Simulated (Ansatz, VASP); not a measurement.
# NiTe2 (Melonite) in two plane-wave programs, part 2 of 2

One calculation is typed for both programs; each brings its own data sets. How far apart do they land? The cell is taken from a series of runs on this material, whose earlier steps may have relaxed, scaled, displaced or heated it; both programs get it as it stands.

VASP 6.6.1 and Ansatz 0.2.0.

So far: The starting structure; VASP: zone-centre phonons, PBEsol.

### Step 3. Ansatz: zone-centre phonons, PBEsol

Level of this step: Ansatz beside VASP: Kohn-Sham DFT, plane waves, PBEsol (Ansatz).

Ansatz runs on its PAW soft_1 files.

The same cell, functional, mesh and smearing now go to Ansatz, which takes its cutoff from its data sets.

Input file input.yaml:

```yaml
crystal:
  lattice:
    - [3.8358835248, 0.0, 0.0]
    - [-1.9179417624, 3.3219725785, 0.0]
    - [0.0, 0.0, 5.133806497]
  atoms:
    - { symbol: Ni, position: [0.0, 0.0, 0.0] }
    - { symbol: Te, position: [0.3333333333, 0.6666666667, 0.2514370048] }
    - { symbol: Te, position: [0.6666666667, 0.3333333333, 0.7485629952] }
kpoints:
  mp_grid: { grid: [6, 6, 4] }
hamiltonian:
  xc: pbesol
  pseudopotentials: { kind: paw, azcp: { folder: soft_1 }, xc_functional: pbe }
scf:
  occupations: { method: methfessel_paxton, width: 0.2 }
output:
  eigenvalues: true
phonons:
  method: dfpt
  qmesh: [3, 3, 2]
  temperatures: { t_max: 1000, t_step: 50 }
  qpath:
    path:
      - [[0.0, 0.0, 0.0], [0.5, 0.0, 0.0], [0.33333333, 0.33333333, 0.0], [0.0, 0.0, 0.0], [0.0, 0.0, 0.5], [0.5, 0.0, 0.5], [0.33333333, 0.33333333, 0.5], [0.0, 0.0, 0.5]]
      - [[0.5, 0.0, 0.5], [0.5, 0.0, 0.0]]
    npoints: 6
  electrical_resistivity:
    mesh: [12, 12, 8]
    temperatures: [20.0, 50.0, 80.0, 100.0, 150.0, 200.0, 273.0, 300.0, 400.0, 500.0, 600.0, 800.0]
  superconductivity: { mesh: [12, 12, 8] }
```

Launch:

```sh
$ ansatz run input.yaml --threads 16 --pin off --max-ram 92160MiB --backend cuda --events-out ev --progress --plain --runs-dir out --max-vram 78GiB
```

Numbers of over 12 decimals in the logs are rounded to 6 here.

Log:

```text
Warning: phonons: the dynamical matrix that this run interpolates holds no multipole term above the dipole-dipole one, and a site of this crystal is no centre of inversion, so its interpolated transverse optical and acoustic branches and sound speeds can stay off near Gamma, and the density of states and the thermodynamics with them. What a run solves at a wave vector of phonons.qpoints, Gamma apart, where the deck admits one, is free of this, and under fd what a larger phonons.supercell samples
Engine: ansatz 0.2.0, aarch64-unknown-linux-gnu
Pseudopotentials: kind: paw
Pseudopotential: Ni, paw, valence charge 18, recommended cutoff 420 eV (normal), soft_1/Ni.paw.azcp
Pseudopotential: Te, paw, valence charge 16, recommended cutoff 420 eV (normal), soft_1/Te.paw.azcp
Functional definition: PBEsol
  exchange = pbesol_x
  correlation = pbesol_c
[...]
Crystal: 3 atoms, lattice volume = 65.419 Å³
Basis set: ecut = 420 eV, 1277 PW (Γ), exchange–correlation on 54×54×72 points (8 copies of the dense FFT grid, shifted against one another)
Bands: 30, of which v1, the nominal top of the filled ones, is band 25 counted from 1 (24 counted from 0)
Symmetry: 12 space group operations
k-points: 24 of 144
Non-local potential: Ni, projectors of the file, l = 0: 3, l = 1: 2, l = 2: 3, l = 3: 1
Non-local potential: Te, projectors of the file, l = 0: 2, l = 1: 2, l = 2: 2, l = 3: 1
PAW form: soft (Blöchl's): semilocal exchange-correlation on the pseudo side does not see the compensation charge
PAW frozen core: Ni, regenerated for the run's functional, and the local potential with it (the file was generated under x = pbe(κ = 0.804, μ = 0.219515), c = pbe(β = 0.066725))
PAW frozen core: Te, regenerated for the run's functional, and the local potential with it (the file was generated under x = pbe(κ = 0.804, μ = 0.219515), c = pbe(β = 0.066725))
PAW one-centre angular grid: Ni, 590 points (default); XC on 64 Gauss nodes
PAW one-centre angular grid: Te, 590 points (default); XC on 64 Gauss nodes
Initial density: superposition of atomic densities (chi_scale 0.1, normalization cell, long waves kept (reshape's long-wave potential 0.01 eV rms))
Initial wavefunctions: pseudopotential atomic-orbital guess
[...]
Functional: x = pbesol(κ = 0.804, μ = 0.123457), c = pbesol(β = 0.046)
SCF iter   1: F=—  HF=-19612.808988 eV  |F-HF|=—  |Δ(HF+E_count)|=         —  Δρ=1.90e-1  dr2=2.49e1  ethr=3.10e-3  ⟨swp⟩=7.4  Hψ=3350  notcnv=0
preconditioner: auto → Kerker (q_TF=auto, 2.609 Å⁻¹)  [metal: Δε(μ)=0.086 eV  Ē_g=9.605 eV  σ=0.200 eV  W_gap=0.35  n_scr=22 (ndim 8)  ℏωp=21.5 eV  f_vac=0.001  D(μ)=1.76/eV (n_scr^D=8)]
SCF iter   2: F=—  HF=-19612.646120 eV  |F-HF|=—  |Δ(HF+E_count)|=   1.63e-1  S|Δr|=    0.00e0  Δρ=2.92e-1  dr2=3.12e1  ethr=3.10e-3  ⟨swp⟩=4.0  Hψ=1986  notcnv=0
[...]
SCF iter  16: F=-19608.972804 eV  HF=-19608.972804 eV  |F-HF|=3.64e-12  |Δ(HF+E_count)|=  3.64e-12  S|Δr|=    0.00e0  Δρ=5.15e-8  dr2=1.26e-12  ethr=1.00e-12  ⟨swp⟩=6.6  Hψ=3413  notcnv=0
SCF 1 converged in 16 iterations: F = -19608.972804 eV  dr2 = 1.26e-12
  greatest PAW one-centre occupation: 1.001 electrons in one spin orbital (limit 2), on the Ni atom at site 0 (counted from 0), in its partial waves of l = 1
[...]
iter 1 solved again at ethr=1.66e-7 eV; its pass at ethr=3.10e-3 eV (dr2=8.30e-5 eV) is discarded
SCF iter   1: F=—  HF=-19608.972182 eV  |F-HF|=—  |Δ(HF+E_count)|=         —  Δρ=7.21e-7  dr2=3.37e-10  ethr=1.66e-7  ⟨swp⟩=3.4  Hψ=5216  notcnv=0
eigensolver tolerance schedule: the retry pair's looser diagonalisation over-reported the residual by 246012.21 of it (diagonalisation noise at an unbounded share of the residual, at the tolerance the schedule requests for it); recorded, not acted on — ethr = c·dr2/N_el stays at c = 1.0e-1
preconditioner: auto → Kerker (q_TF=auto, 2.609 Å⁻¹)  [metal: Δε(μ)=0.118 eV  Ē_g=8.380 eV  σ=0.200 eV  W_gap=0.43  n_scr=22 (ndim 8)  ℏωp=21.5 eV  f_vac=0.008  D(μ)=1.38/eV (n_scr^D=8)]
SCF iter   2: F=—  HF=-19608.972804 eV  |F-HF|=—  |Δ(HF+E_count)|=   6.21e-4  S|Δr|=    0.00e0  Δρ=3.24e-7  dr2=3.54e-11  ethr=1.00e-12  ⟨swp⟩=4.1  Hψ=2180  notcnv=0
[...]
SCF 2 converged in 4 iterations: F = -19608.972804 eV  dr2 = 9.08e-12
[...]
SCF 3 converged in 16 iterations: F = -19608.972804 eV  dr2 = 1.28e-12
[...]
SCF converged after 16 iterations
[...]
mean free path at 50 K (of a tensor a third of its trace): 104 nm by what each carries, 85.0 by the Fermi surface alone
  Hall coefficient in a weak field at 50 K (a third of the trace): -3.064e-11 m³/C (how far it moves between the two finest meshes is not known); by each state's relaxation time: -2.604e-11 m³/C; by a constant relaxation time: 9.775e-12 m³/C
  mean free path at 80 K (of a tensor a third of its trace): 41.1 nm by what each carries, 35.2 by the Fermi surface alone
  Hall coefficient in a weak field at 80 K (a third of the trace): -2.592e-11 m³/C (how far it moves between the two finest meshes is not known); by each state's relaxation time: -1.911e-11 m³/C; by a constant relaxation time: 9.869e-12 m³/C
  mean free path at 100 K (of a tensor a third of its trace): 28.9 nm by what each carries, 25.1 by the Fermi surface alone
  Hall coefficient in a weak field at 100 K (a third of the trace): -2.530e-11 m³/C (how far it moves between the two finest meshes is not known); by each state's relaxation time: -1.825e-11 m³/C; by a constant relaxation time: 9.859e-12 m³/C
  mean free path at 150 K (of a tensor a third of its trace): 16.8 nm by what each carries, 14.8 by the Fermi surface alone
  Hall coefficient in a weak field at 150 K (a third of the trace): -2.557e-11 m³/C (how far it moves between the two finest meshes is not known); by each state's relaxation time: -1.847e-11 m³/C; by a constant relaxation time: 9.643e-12 m³/C
  mean free path at 200 K (of a tensor a third of its trace): 12.0 nm by what each carries, 10.6 by the Fermi surface alone
  Hall coefficient in a weak field at 200 K (a third of the trace): -2.625e-11 m³/C (how far it moves between the two finest meshes is not known); by each state's relaxation time: -1.915e-11 m³/C; by a constant relaxation time: 9.252e-12 m³/C
  mean free path at 273 K (of a tensor a third of its trace): 8.52 nm by what each carries, 7.58 by the Fermi surface alone
  Hall coefficient in a weak field at 273 K (a third of the trace): -2.720e-11 m³/C (how far it moves between the two finest meshes is not known); by each state's relaxation time: -2.009e-11 m³/C; by a constant relaxation time: 8.622e-12 m³/C
  mean free path at 300 K (of a tensor a third of its trace): 7.71 nm by what each carries, 6.86 by the Fermi surface alone
  Hall coefficient in a weak field at 300 K (a third of the trace): -2.749e-11 m³/C (how far it moves between the two finest meshes is not known); by each state's relaxation time: -2.038e-11 m³/C; by a constant relaxation time: 8.413e-12 m³/C
  mean free path at 400 K (of a tensor a third of its trace): 5.74 nm by what each carries, 5.10 by the Fermi surface alone
  Hall coefficient in a weak field at 400 K (a third of the trace): -2.817e-11 m³/C (how far it moves between the two finest meshes is not known); by each state's relaxation time: -2.110e-11 m³/C; by a constant relaxation time: 7.873e-12 m³/C
  mean free path at 500 K (of a tensor a third of its trace): 4.59 nm by what each carries, 4.08 by the Fermi surface alone
  Hall coefficient in a weak field at 500 K (a third of the trace): -2.825e-11 m³/C (how far it moves between the two finest meshes is not known); by each state's relaxation time: -2.130e-11 m³/C; by a constant relaxation time: 7.795e-12 m³/C
  mean free path at 600 K (of a tensor a third of its trace): 3.84 nm by what each carries, 3.40 by the Fermi surface alone
  Hall coefficient in a weak field at 600 K (a third of the trace): -2.775e-11 m³/C (how far it moves between the two finest meshes is not known); by each state's relaxation time: -2.098e-11 m³/C; by a constant relaxation time: 8.228e-12 m³/C
  mean free path at 800 K (of a tensor a third of its trace): 2.90 nm by what each carries, 2.56 by the Fermi surface alone
  Hall coefficient in a weak field at 800 K (a third of the trace): -2.516e-11 m³/C (how far it moves between the two finest meshes is not known); by each state's relaxation time: -1.889e-11 m³/C; by a constant relaxation time: 1.058e-11 m³/C
  the resistivity times a path that all electrons share, by the Fermi surface of the deck's mesh alone (a third of the trace): 1.222e-15 Ω·m²
  not converged in the mesh (λ; λ_tr; the resistivity at 20 K by 38.99 %; the resistivity at 50 K by 35.32 %; the resistivity at 80 K by 34.30 %; the resistivity at 100 K by 33.82 %; the resistivity at 150 K by 33.19 %; the resistivity at 200 K by 32.80 %; the resistivity at 273 K by 32.07 %; the resistivity at 300 K by 31.76 %; the resistivity at 400 K by 30.45 %; the resistivity at 500 K by 29.07 %; the resistivity [...]
  vibrations of 18 cells: unjudged by the run; compare a larger repeat
  the changes of the potential over all sites missed a rigid shift's by 0.00 % (the site terms' by 0.01 %)
  at the force constants' own smearing the fine mesh and the k-points of their solves give squared frequencies that differ by 26.4 % of the larger at the most, at (0, 0, 0)
[the section on superconductivity is kept apart]
```

Reading the cycles: dr2 is the Hartree energy of the density residual (eV), the measure of convergence; HF is the Harris–Foulkes estimate of the energy, which meets the free energy F at convergence.

### Step 4. Side by side

Known differences besides the potentials themselves: VASP's run holds the zone centre alone; the data sets hold 50 valence electrons in Ansatz (on its PAW soft_1 files) and 22 in VASP; the cutoff is 420 eV in Ansatz and 600 eV in VASP; Ansatz makes its cores anew for this functional, VASP keeps those of its PBE data sets. Total energies have different zeros and are not compared.

Both answers:

```
                  quantity  Ansatz   VASP  difference
optical mode 1 to 2 (cm⁻¹)    98.3   99.2     -0.84 %
     optical mode 3 (cm⁻¹)   157.7  158.2     -0.30 %
     optical mode 4 (cm⁻¹)   208.1  207.7     +0.21 %
optical mode 5 to 6 (cm⁻¹)   227.3  226.7     +0.25 %
```

Modes are paired by rising frequency, not by their patterns, so a pair may set unlike modes beside each other; they are those without the splitting of longitudinal modes.

### Step 5. Results

* r.m.s. difference of the optical zone-centre modes, each program's sorted by frequency (zone-centre phonons, PBEsol): 0.64 cm⁻¹
* difference in optical mode 1 to 2 (zone-centre phonons, PBEsol): -0.8 %

**Reading.** The r.m.s. difference of the optical zone-centre modes, each program's sorted by frequency is 0.64 cm⁻¹ (zone-centre phonons, PBEsol). The data sets hold unlike numbers of valence electrons (50 in Ansatz and 22 in VASP), so part of the differences comes from the potentials. Among the rows given in per cent, the largest difference of the zone-centre phonons, PBEsol pair is in optical mode 1 to 2, -0.8 %. How closely two codes agree says nothing of how well the functional describes the real material.

[Lines on the potential files, build, host, timing and source positions are cut from VASP's logs without a mark.]

[Logs are printed without paths, hosts, clocks, repeated set-up lines and the standing remarks that a program may print on its own settings, such as how far it seeks lower states.]

[Hosts, paths, dates, database ids (printed as entryN), source tags and the programs' standing remarks are cut or masked in the printed files.]
